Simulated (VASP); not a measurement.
```
BaS
1.0
    0.00000     3.20421     3.20421
    3.20421     0.00000     3.20421
    3.20421     3.20421     0.00000
Ba S
1 1
Cartesian
  0.00000   0.00000   0.00000
  3.20421   3.20421   3.20421
```

Calculation: PBE GGA with D3 dispersion (zero damping), VASP's PBE PAW potentials (set 64) (plane waves; VASP). Numerical set-up: 520 eV cut-off, 8×8×8 Γ-centred mesh, tetrahedra with Blöchl corrections, potentials Ba_sv S.

Unless said otherwise, spin-orbit coupling is left out, though it shifts the bands of the heavy elements here.

Tabulate the total density of states (states/eV per cell) against energy (eV; zero at the valence-band maximum or, without a gap, the Fermi level).

| E (eV) | DOS (states/eV) |
|---|---|
| -9.95 | 1.03 |
| -9.72 | 3.43 |
| -9.60 | 3.55 |
| -9.37 | 2.08 |
| -9.13 | 0.03 |
| -9.01 | 0.00 |
| -8.78 | 0.00 |
| -8.55 | 0.00 |
| -8.43 | 0.00 |
| -8.19 | 0.00 |
| -7.96 | 0.00 |
| -7.84 | 0.00 |
| -7.61 | 0.00 |
| -7.37 | 0.00 |
| -7.26 | 0.00 |
| -7.02 | 0.00 |
| -6.79 | 0.00 |
| -6.67 | 0.00 |
| -6.44 | 0.00 |
| -6.20 | 0.00 |
| -6.08 | 0.00 |
| -5.85 | 0.00 |
| -5.61 | 0.00 |
| -5.50 | 0.00 |
| -5.26 | 0.00 |
| -5.03 | 0.00 |
| -4.91 | 0.00 |
| -4.68 | 0.00 |
| -4.44 | 0.00 |
| -4.33 | 0.00 |
| -4.09 | 0.00 |
| -3.86 | 0.00 |
| -3.74 | 0.00 |
| -3.50 | 0.00 |
| -3.27 | 0.00 |
| -3.15 | 0.00 |
| -2.92 | 0.00 |
| -2.68 | 0.00 |
| -2.57 | 0.00 |
| -2.33 | 0.00 |
| -2.10 | 0.00 |
| -1.86 | 0.09 |
| -1.75 | 0.60 |
| -1.51 | 2.23 |
| -1.28 | 2.86 |
| -1.16 | 2.47 |
| -0.93 | 5.41 |
| -0.69 | 5.63 |
| -0.57 | 7.32 |
| -0.34 | 4.01 |
| -0.11 | 0.48 |
| 0.01 | 0.02 |
| 0.25 | 0.00 |
| 0.48 | 0.00 |
| 0.60 | 0.00 |
| 0.83 | 0.00 |
| 1.07 | 0.00 |
| 1.18 | 0.00 |
| 1.42 | 0.00 |
| 1.65 | 0.00 |
| 1.77 | 0.00 |
| 2.00 | 0.00 |
| 2.24 | 0.04 |
| 2.36 | 0.15 |
| 2.59 | 0.35 |
| 2.82 | 0.47 |
| 2.94 | 0.52 |
| 3.18 | 0.67 |
| 3.41 | 0.84 |
| 3.53 | 1.01 |
| 3.76 | 1.37 |
| 4.00 | 1.36 |
| 4.11 | 1.46 |
| 4.35 | 1.46 |
| 4.58 | 1.31 |
| 4.70 | 1.58 |
| 4.93 | 1.57 |
| 5.17 | 2.16 |
| 5.29 | 2.47 |
| 5.52 | 2.88 |
Within 2 eV below the valence-band maximum the largest weight inside VASP's projection spheres is S p.

The compound is BaS in the rock salt structure. It was relaxed first.
